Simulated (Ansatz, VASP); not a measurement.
# Mg2B4H30C11S4O6F16: VASP beside Ansatz, part 2 of 2

Wanted: the spread between two codes on one cell, functional and k mesh. Of the first pair: The structure shown is the start of the Ansatz relaxation below; VASP solves that cell, so the two are compared at the walk's first step.

VASP 6.6.1 and Ansatz 0.2.0.

So far: The structure; Ansatz: relaxation, PBE with D4.

### 3. VASP: single point, PBE with D4, start cell, pair 1

Level of this step: PBE with D4; plane waves and PAW (C, O, H, S, B, F, Mg) (VASP).

The same cell, functional and mesh now go to VASP, with its own data sets.

Lines of VASP's logs that name or quote its potential files are left out, and so is its time.

Input file INCAR:

```
SYSTEM = Mg2B4H30C11S4O6F16
PREC = Accurate
ENCUT = 520
EDIFF = 1E-06
NELM = 120
ISMEAR = 0
SIGMA = 0.01
LREAL = Auto
ALGO = Normal
GGA = PE
IVDW = 13
NBANDS = 184
LORBIT = 11
LWAVE = .FALSE.
LCHARG = .FALSE.
ISIF = 2
LASPH = .TRUE.
GGA_COMPAT = .FALSE.
EFERMI = MIDGAP
NCORE = 2
```

Input file POSCAR:

```
Mg2B4H30C11S4O6F16
1.0
    9.4737500000      0.0000000000      0.0000000000
    0.0000000000      9.4737500000      0.0000000000
    0.0000000000      0.0000000000      9.4737500000
C O H S B F Mg
11 6 30 4 4 16 2
Direct
    0.1196147249      0.6178334873      0.5232352553
    0.2328539385      0.6042063597      0.4125610239
    0.0318564454      0.6130307428      0.3101306241
    0.7572397414      0.7917245019      0.1196675023
    0.8635967806      0.8630901174      0.8689589656
    0.0418419317      0.0503918723      0.5128592163
    0.2057685711      0.2297084048      0.6589787571
    0.5722126930      0.1778598760      0.6176751550
    0.6935374060      0.4171209922      0.5331574086
    0.3938461538      0.9922047764      0.2038052514
    0.5279852223      0.1328196332      0.9996358359
    0.1560944716      0.5296424330      0.3098350706
    0.0047183006      0.6724475524      0.4493574350
    0.6587570920      0.6721625544      0.8870299512
    0.1741549017      0.2675392532      0.3779073756
    0.4870510621      0.4095421560      0.7432853939
    0.2495949334      0.1902836786      0.0671539781
    0.1387518142      0.6859585697      0.6106346484
    0.0707111756      0.5172608524      0.5613933237
    0.3155139200      0.5405462462      0.4599656947
    0.2807124951      0.7028473413      0.3675841140
    0.0416413775      0.6969996042      0.2299828473
    0.9464995382      0.5378757092      0.2902968729
    0.7047262172      0.7137828210      0.1800870827
    0.8561129437      0.8229792849      0.1645810793
    0.6876474469      0.8806227735      0.0941760127
    0.7877556406      0.9511756168      0.8597756960
    0.9622483177      0.8930676870      0.9112864494
    0.8931626864      0.8265787043      0.7623802612
    0.0541601794      0.9723921362      0.5921836654
    0.9611822140      0.1328090777      0.5600527774
    0.0043805251      0.9919514448      0.4223565114
    0.2134740731      0.3415648502      0.6561393324
    0.1028842855      0.2147618419      0.7001029160
    0.2910779786      0.1748832300      0.7273255047
    0.5236152527      0.1137036548      0.5321124159
    0.6927351893      0.1678849452      0.6255495448
    0.5427945639      0.1380551524      0.7250032986
    0.6795408365      0.5330729648      0.5178202929
    0.7785512601      0.4109565906      0.6188679245
    0.7398548621      0.3658635704      0.4338619871
    0.4675234200      0.0693389629      0.2667370365
    0.2979707085      0.9675471698      0.2597704183
    0.4464652329      0.8950415622      0.1601899987
    0.5139992083      0.2150362845      0.9185063993
    0.5790420900      0.1752421164      0.0940282359
    0.5855337116      0.0489668822      0.9503839557
    0.7981211242      0.7107533975      0.9501622905
    0.2106029819      0.1502678454      0.4816044333
    0.5165641905      0.3589286186      0.5967964111
    0.3486581343      0.0681250825      0.0329647711
    0.4467818973      0.8086660509      0.6474838369
    0.4999920834      0.4913471434      0.1799498615
    0.8878743898      0.2551260061      0.1149175353
    0.1357329463      0.5813748516      0.9150125346
    0.3360759995      0.8459902362      0.5499617364
    0.4594484761      0.6656603774      0.6771025201
    0.4107771474      0.8502968729      0.7878611954
    0.5873914764      0.8454413511      0.5988441747
    0.5953714210      0.5093547961      0.2867607864
    0.5451273255      0.4854149624      0.0380102916
    0.3954189207      0.5945586489      0.1466684259
    0.4065866209      0.3720279720      0.2074363372
    0.8868188415      0.1460562079      0.0027549809
    0.8088138277      0.3683968861      0.0665312046
    0.0282042486      0.2780736245      0.1522839425
    0.8150943396      0.2090302151      0.2311756168
    0.1234674759      0.7190077847      0.9565694683
    0.1317113076      0.5027576197      0.0428341470
    0.2807547170      0.5675893917      0.8712706162
    0.0565562739      0.5457395435      0.8030822008
    0.4913365879      0.5754743370      0.8541601794
    0.2085868848      0.3616308220      0.2036891410
```

Input file KPOINTS:

```
Automatic mesh
0
Gamma
1 1 1
0 0 0
```

Potentials, in the order of the species: C, O, H, S, B, F and Mg (PBE family, release 64).

Started as:

```
> mpirun -np 8 vasp_gam
```

Numbers of over 12 decimals in the logs are rounded to 6 here.

The program printed:

```text
[banner, memory and clock lines left out]
running    8 mpi-ranks, on    1 nodes
[...]
LDA part: xc-table for (Slater+PW92), standard interpolation
 POSCAR, INCAR and KPOINTS ok, starting setup
[...]
entering main loop
       N       E                     dE             d eps       ncg     rms          rms(c)
DAV:   1     0.226263097469E+04    0.22626E+04   -0.14873E+05   376   0.136E+03
DAV:   2    -0.192937976419E+03   -0.24556E+04   -0.23450E+04   440   0.333E+02
DAV:   3    -0.417376009938E+03   -0.22444E+03   -0.22267E+03   448   0.105E+02
DAV:   4    -0.421732985404E+03   -0.43570E+01   -0.43429E+01   448   0.161E+01
[...]
DAV:  18    -0.385206501273E+03    0.14278E-05   -0.61520E-06   424   0.804E-03    0.597E-03
DAV:  19    -0.385206499949E+03    0.13244E-05   -0.16294E-06   320   0.565E-03    0.201E-03
DAV:  20    -0.385206499614E+03    0.33494E-06   -0.66086E-07   304   0.412E-03
   1 F= -.38943585E+03 E0= -.38943585E+03  d E =0.000000E+00
```

From OUTCAR (step 3):

```text
  FREE ENERGIE OF THE ION-ELECTRON SYSTEM (eV)
  ---------------------------------------------------
  free  energy   TOTEN  =      -389.4358527272 eV

  energy  without entropy=     -389.4358527272  energy(sigma->0) =     -389.43585273

[... 1 further part left out ...]
```

The run ends at a pressure of 2.09 GPa, with forces up to 2.9 eV/Å.

### 4. Comparison

Known differences besides the potentials themselves: fixed occupations in Ansatz, narrow Gaussian smearing in VASP; the data sets hold 278 valence electrons in Ansatz (on its default PAW (the set named soft_2) files) and 262 in VASP; the cutoff is 420 eV in Ansatz and 520 eV in VASP (PREC = Accurate, projectors in real space). Total energies have different zeros and are not compared.

Forces on 9 of the 73 atoms, those with the largest forces and the largest differences (eV/Å; atoms numbered as in POSCAR):

| atom | Ansatz x, y, z | VASP x, y, z |
| --- | --- | --- |
| C6 | -0.937, 2.331, 0.389 | -0.904, 2.348, 0.380 |
| O13 | -0.247, 0.726, -2.588 | -0.404, 0.844, -2.564 |
| O14 | -0.216, 0.836, -0.755 | -0.008, 0.886, -0.650 |
| S48 | 1.336, -0.587, 1.638 | 1.105, -0.575, 1.534 |
| S50 | 1.537, -1.034, -1.810 | 1.530, -0.989, -1.575 |
| B54 | -1.503, -1.272, -1.806 | -1.393, -1.297, -1.842 |
| F57 | -0.338, -2.129, -1.885 | -0.322, -2.283, -1.817 |
| F61 | 2.018, -1.950, -0.314 | 2.040, -1.934, -0.485 |
| F62 | -0.299, 1.685, 2.001 | -0.435, 1.814, 1.959 |

The forces differ by 72 meV/Å r.m.s., which is 7.6 % of the r.m.s. force of 0.941 eV/Å (both taken over all components).

### 5. Ansatz: relaxation, PBE with D4

This run makes the geometry at which the two programs are then compared. The cell compared in this pair holds 804.52 Å³, against 850.29 Å³ for the pair before.

The structure compared here is the end of the Ansatz relaxation.

Input file input.yaml:

```yaml
crystal:
  lattice:
    - [9.47375, 0.0, 0.0]
    - [0.0, 9.47375, 0.0]
    - [0.0, 0.0, 9.47375]
  atoms:
    - { symbol: C, position: [0.11961, 0.61783, 0.52324] }
    - { symbol: C, position: [0.23285, 0.60421, 0.41256] }
    - { symbol: O, position: [0.15609, 0.52964, 0.30984] }
    - { symbol: C, position: [0.03186, 0.61303, 0.31013] }
    - { symbol: O, position: [0.00472, 0.67245, 0.44936] }
    - { symbol: H, position: [0.13875, 0.68596, 0.61063] }
    - { symbol: H, position: [0.07071, 0.51726, 0.56139] }
    - { symbol: H, position: [0.31551, 0.54055, 0.45997] }
    - { symbol: H, position: [0.28071, 0.70285, 0.36758] }
    - { symbol: H, position: [0.04164, 0.697, 0.22998] }
    - { symbol: H, position: [0.9465, 0.53788, 0.2903] }
    - { symbol: C, position: [0.75724, 0.79172, 0.11967] }
    - { symbol: S, position: [0.79812, 0.71075, 0.95016] }
    - { symbol: C, position: [0.8636, 0.86309, 0.86896] }
    - { symbol: O, position: [0.65876, 0.67216, 0.88703] }
    - { symbol: H, position: [0.70473, 0.71378, 0.18009] }
    - { symbol: H, position: [0.85611, 0.82298, 0.16458] }
    - { symbol: H, position: [0.68765, 0.88062, 0.09418] }
    - { symbol: H, position: [0.78776, 0.95118, 0.85978] }
    - { symbol: H, position: [0.96225, 0.89307, 0.91129] }
    - { symbol: H, position: [0.89316, 0.82658, 0.76238] }
    - { symbol: C, position: [0.04184, 0.05039, 0.51286] }
    - { symbol: S, position: [0.2106, 0.15027, 0.4816] }
    - { symbol: C, position: [0.20577, 0.22971, 0.65898] }
    - { symbol: O, position: [0.17416, 0.26754, 0.37791] }
    - { symbol: H, position: [0.05416, 0.97239, 0.59218] }
    - { symbol: H, position: [0.96118, 0.13281, 0.56005] }
    - { symbol: H, position: [0.00438, 0.99195, 0.42236] }
    - { symbol: H, position: [0.21347, 0.34157, 0.65614] }
    - { symbol: H, position: [0.10288, 0.21476, 0.7001] }
    - { symbol: H, position: [0.29108, 0.17488, 0.72733] }
    - { symbol: C, position: [0.57221, 0.17786, 0.61768] }
    - { symbol: S, position: [0.51656, 0.35893, 0.5968] }
    - { symbol: C, position: [0.69354, 0.41712, 0.53316] }
    - { symbol: O, position: [0.48705, 0.40954, 0.74329] }
    - { symbol: H, position: [0.52362, 0.1137, 0.53211] }
    - { symbol: H, position: [0.69274, 0.16789, 0.62555] }
    - { symbol: H, position: [0.54279, 0.13805, 0.725] }
    - { symbol: H, position: [0.67954, 0.53307, 0.51782] }
    - { symbol: H, position: [0.77855, 0.41096, 0.61887] }
    - { symbol: H, position: [0.73986, 0.36586, 0.43386] }
    - { symbol: C, position: [0.39385, 0.99221, 0.2038] }
    - { symbol: S, position: [0.34866, 0.06813, 0.03296] }
    - { symbol: C, position: [0.52799, 0.13282, 0.99964] }
    - { symbol: O, position: [0.2496, 0.19028, 0.06715] }
    - { symbol: H, position: [0.46752, 0.06934, 0.26674] }
    - { symbol: H, position: [0.29797, 0.96755, 0.25977] }
    - { symbol: H, position: [0.44647, 0.89504, 0.16019] }
    - { symbol: H, position: [0.514, 0.21504, 0.91851] }
    - { symbol: H, position: [0.57904, 0.17524, 0.09403] }
    - { symbol: H, position: [0.58553, 0.04897, 0.95038] }
    - { symbol: B, position: [0.44678, 0.80867, 0.64748] }
    - { symbol: F, position: [0.33608, 0.84599, 0.54996] }
    - { symbol: F, position: [0.45945, 0.66566, 0.6771] }
    - { symbol: F, position: [0.41078, 0.8503, 0.78786] }
    - { symbol: F, position: [0.58739, 0.84544, 0.59884] }
    - { symbol: B, position: [0.49999, 0.49135, 0.17995] }
    - { symbol: F, position: [0.59537, 0.50936, 0.28676] }
    - { symbol: F, position: [0.54513, 0.48542, 0.03801] }
    - { symbol: F, position: [0.39542, 0.59456, 0.14667] }
    - { symbol: F, position: [0.40659, 0.37203, 0.20744] }
    - { symbol: B, position: [0.88787, 0.25513, 0.11492] }
    - { symbol: F, position: [0.88682, 0.14606, 0.00276] }
    - { symbol: F, position: [0.80881, 0.3684, 0.06653] }
    - { symbol: F, position: [0.0282, 0.27807, 0.15228] }
    - { symbol: F, position: [0.81509, 0.20903, 0.23118] }
    - { symbol: B, position: [0.13573, 0.58137, 0.91501] }
    - { symbol: F, position: [0.12347, 0.71901, 0.95657] }
    - { symbol: F, position: [0.13171, 0.50276, 0.04283] }
    - { symbol: F, position: [0.28076, 0.56759, 0.87127] }
    - { symbol: F, position: [0.05656, 0.54574, 0.80308] }
    - { symbol: Mg, position: [0.49134, 0.57547, 0.85416] }
    - { symbol: Mg, position: [0.20859, 0.36163, 0.20369] }
kpoints:
  mp_grid: { grid: [1, 1, 1] }
hamiltonian:
  xc: pbe
  dispersion: d4
scf:
  occupations: { method: fixed }
output:
  forces: true
relax:
  f_tol: 0.03
  max_steps: 200
  cell: {}
```

Started as:

```
> ansatz run input.yaml --threads 4 --pin off --max-ram 8192MiB --backend cpu --events-out ev --progress --plain --runs-dir out
```

The program printed:

```text
[...]
Crystal: 73 atoms, lattice volume = 850.287 Å³
Basis set: ecut = 420 eV, 16663 PW (Γ), exchange–correlation on 128×128×128 points (8 copies of the dense FFT grid, shifted against one another)
Bands: 212, of which v1, the nominal top of the filled ones, is band 139 counted from 1 (138 counted from 0)
Symmetry: 1 space group operations
[...]
k-points: 1
[...]
- { symbol: F, position: [0.405513, 0.623611, 0.191186] }
    - { symbol: F, position: [0.384740, 0.380866, 0.238352] }
    - { symbol: B, position: [0.816342, 0.257585, 0.117533] }
[...]
- { symbol: B, position: [0.157277, 0.476627, 0.876326] }
    - { symbol: F, position: [0.036821, 0.542334, 0.842775] }
    - { symbol: F, position: [0.159023, 0.426810, 0.025003] }
    - { symbol: F, position: [0.284570, 0.584689, 0.866432] }
    - { symbol: F, position: [0.171028, 0.365676, 0.784044] }
    - { symbol: Mg, position: [0.499206, 0.611286, 0.865597] }
    - { symbol: Mg, position: [0.169165, 0.299999, 0.209248] }
[key lines of the parts left out:]
P = ⅓ Tr σ = -0.0005 GPa (-0.005 kbar)
```

### 6. VASP: single point, PBE with D4, relaxed cell, pair 2

The same cell, functional and mesh now go to VASP, with its own data sets.

INCAR, as its differences from that of step 3:

```diff
@@ -2,3 +2,3 @@
 PREC = Accurate
-ENCUT = 520
+ENCUT = 600
 EDIFF = 1E-06
```

Input file POSCAR:

```
Mg2B4H30C11S4O6F16
1.0
    9.3147300000     -0.6369150000     -0.2589770000
   -0.6369150000      9.4657220000      0.0765370000
   -0.2589770000      0.0765370000      9.1743200000
C O H S B F Mg
11 6 30 4 4 16 2
Direct
    0.1599700000      0.6837200000      0.4717500000
    0.1993100000      0.5335000000      0.4574300000
    0.0433200000      0.5948200000      0.2669400000
    0.7850800000      0.8570000000      0.2080900000
    0.9053500000      0.8697200000      0.9427100000
    0.9345100000      0.1184800000      0.5368400000
    0.1877200000      0.0307300000      0.6349700000
    0.5395900000      0.2768700000      0.5326700000
    0.7806800000      0.4661600000      0.5864300000
    0.3974100000      0.9603300000      0.1744400000
    0.4462700000      0.1497100000      0.9503300000
    0.1228400000      0.4828200000      0.3218800000
    0.1170000000      0.7215900000      0.3251800000
    0.6333000000      0.7581200000      0.9710800000
    0.1833100000      0.2047400000      0.4099500000
    0.5538100000      0.4609100000      0.7460800000
    0.2017900000      0.1315200000      0.0932000000
    0.2528300000      0.7597000000      0.5090100000
    0.0698100000      0.6853700000      0.5441000000
    0.1637300000      0.4620100000      0.5471500000
    0.3154600000      0.5349000000      0.4451100000
    0.0429100000      0.5983400000      0.1478500000
    0.9318700000      0.5729800000      0.3037900000
    0.7080700000      0.7991600000      0.2810300000
    0.8951300000      0.8664400000      0.2591000000
    0.7551600000      0.9617500000      0.1777500000
    0.8686900000      0.9746800000      0.9343500000
    0.0133000000      0.8760700000      0.9978100000
    0.9050700000      0.8201200000      0.8358900000
    0.8743500000      0.0236800000      0.5861000000
    0.9659900000      0.2019300000      0.6179900000
    0.8697400000      0.1556700000      0.4443300000
    0.2948600000      0.0054400000      0.6108000000
    0.1957800000      0.1254000000      0.7031900000
    0.1260000000      0.9389300000      0.6873100000
    0.5822900000      0.2641500000      0.4255200000
    0.5850600000      0.2082400000      0.6154200000
    0.4212200000      0.2560800000      0.5235000000
    0.8269800000      0.5752200000      0.6135300000
    0.8132200000      0.3917400000      0.6707700000
    0.8097300000      0.4383300000      0.4776200000
    0.4561900000      0.0451200000      0.2424700000
    0.3187500000      0.8899000000      0.2353500000
    0.4723700000      0.8967000000      0.1269500000
    0.3999000000      0.2169100000      0.8670200000
    0.5068000000      0.2149100000      0.0360300000
    0.5157600000      0.0817800000      0.9004800000
    0.7835300000      0.7512000000      0.0478300000
    0.0948700000      0.0674700000      0.4639200000
    0.5871800000      0.4595500000      0.5832500000
    0.2991300000      0.0359900000      0.0259800000
    0.5777600000      0.8533100000      0.6226100000
    0.4771000000      0.5056600000      0.1877100000
    0.8163400000      0.2575900000      0.1175300000
    0.1572800000      0.4766300000      0.8763300000
    0.5129000000      0.8720100000      0.4848200000
    0.4737800000      0.7531100000      0.7033900000
    0.6033700000      0.9802200000      0.6996400000
    0.7051400000      0.7906500000      0.6160400000
    0.6066700000      0.5209300000      0.2694100000
    0.5022000000      0.4764100000      0.0376400000
    0.4055100000      0.6236100000      0.1911900000
    0.3847400000      0.3808700000      0.2383500000
    0.7958500000      0.1754800000      0.9917500000
    0.8231100000      0.4011700000      0.0872400000
    0.9566900000      0.2322500000      0.1906400000
    0.7116000000      0.2102000000      0.2186100000
    0.0368200000      0.5423300000      0.8427700000
    0.1590200000      0.4268100000      0.0250000000
    0.2845700000      0.5846900000      0.8664300000
    0.1710300000      0.3656800000      0.7840400000
    0.4992100000      0.6112900000      0.8656000000
    0.1691700000      0.3000000000      0.2092500000
```

KPOINTS is that of step 3.

Started as:

```
> mpirun -np 8 vasp_gam
```

The program printed:

```text
[... set-up lines as in an earlier step ...]
 entering main loop
       N       E                     dE             d eps       ncg     rms          rms(c)
DAV:   1     0.230182614014E+04    0.23018E+04   -0.16114E+05   384   0.152E+03
DAV:   2    -0.206813536688E+03   -0.25086E+04   -0.24052E+04   448   0.347E+02
DAV:   3    -0.422526131907E+03   -0.21571E+03   -0.21391E+03   448   0.104E+02
DAV:   4    -0.426680937754E+03   -0.41548E+01   -0.41392E+01   440   0.158E+01
[...]
DAV:  16    -0.391564069653E+03    0.21474E-04   -0.61153E-05   448   0.393E-02    0.102E-02
DAV:  17    -0.391564071521E+03   -0.18677E-05   -0.37702E-05   456   0.192E-02    0.753E-03
DAV:  18    -0.391564071164E+03    0.35683E-06   -0.25030E-06   360   0.475E-03
   1 F= -.39591424E+03 E0= -.39591424E+03  d E =0.000000E+00
```

From OUTCAR (step 6):

```text
  FREE ENERGIE OF THE ION-ELECTRON SYSTEM (eV)
  ---------------------------------------------------
  free  energy   TOTEN  =      -395.9142392353 eV

  energy  without entropy=     -395.9142392353  energy(sigma->0) =     -395.91423924

[... 1 part as in an earlier step ...]
```

The run ends at a pressure of -0.15 GPa, with forces up to 0.23 eV/Å.

### 7. Comparison

What differs besides the data sets and the points named for the pairs above, as far as they apply: the data sets hold 278 valence electrons in Ansatz (on its default PAW (the set named soft_2) files) and 262 in VASP; the cutoff is 420 eV in Ansatz and 600 eV in VASP (PREC = Accurate, projectors in real space). Total energies have different zeros and are not compared.

The two programs side by side:

| quantity | Ansatz | VASP | difference |
| --- | --- | --- | --- |
| pressure (GPa) | 0.00 | -0.15 | +0.15 |
| gap on the k mesh (eV) | 5.036 | 5.045 | -0.010 |

Forces on 7 of the 73 atoms, those with the largest forces and the largest differences (eV/Å; atoms numbered as in POSCAR):

| atom | Ansatz x, y, z | VASP x, y, z |
| --- | --- | --- |
| C3 | -0.003, 0.006, 0.003 | -0.146, -0.037, -0.136 |
| F56 | -0.007, 0.000, 0.002 | -0.094, 0.030, -0.181 |
| F60 | -0.003, 0.001, -0.002 | 0.182, 0.016, 0.117 |
| F62 | 0.000, 0.004, 0.001 | -0.113, 0.185, 0.011 |
| F65 | 0.000, 0.005, 0.002 | 0.000, 0.221, -0.041 |
| F68 | 0.004, -0.004, 0.001 | -0.177, 0.108, -0.041 |
| F71 | 0.001, -0.005, -0.003 | 0.030, -0.159, -0.130 |

The forces differ by 64 meV/Å r.m.s., where the r.m.s. force is 0.005 eV/Å in Ansatz and 0.064 eV/Å in VASP: the atoms lie near their places of rest in Ansatz, so a percentage would say little (all taken over all components). A gap on the mesh is an upper bound, since the band edges may lie between its points.

### 8. Outcome

* r.m.s. force difference (single point, PBE with D4, start cell, pair 1): 7.6 % of the r.m.s. force
* r.m.s. force difference (single point, PBE with D4, relaxed cell, pair 2): 64 meV/Å

In words: The r.m.s. force difference is 64 meV/Å (single point, PBE with D4, relaxed cell, pair 2), beyond the 12 meV/Å picked in this series as the mark of a large difference. The data sets hold unlike numbers of valence electrons (278 in Ansatz and 262 in VASP), so part of the differences comes from the potentials. What causes the difference of the single point, PBE with D4, start cell, pair 1 pair stays open here. What causes the difference of the single point, PBE with D4, relaxed cell, pair 2 pair stays open here. How closely two codes agree says nothing of how well the functional describes the real material.

[Lines on the potential files, build, host, timing and source positions are cut from VASP's logs without a mark.]

[Logs are printed without paths, hosts, clocks, repeated set-up lines and the standing remarks that a program may print on its own settings, such as how far it seeks lower states.]

[Hosts, paths, dates, database ids (printed as entryN), source tags and the programs' standing remarks are cut or masked in the printed files.]
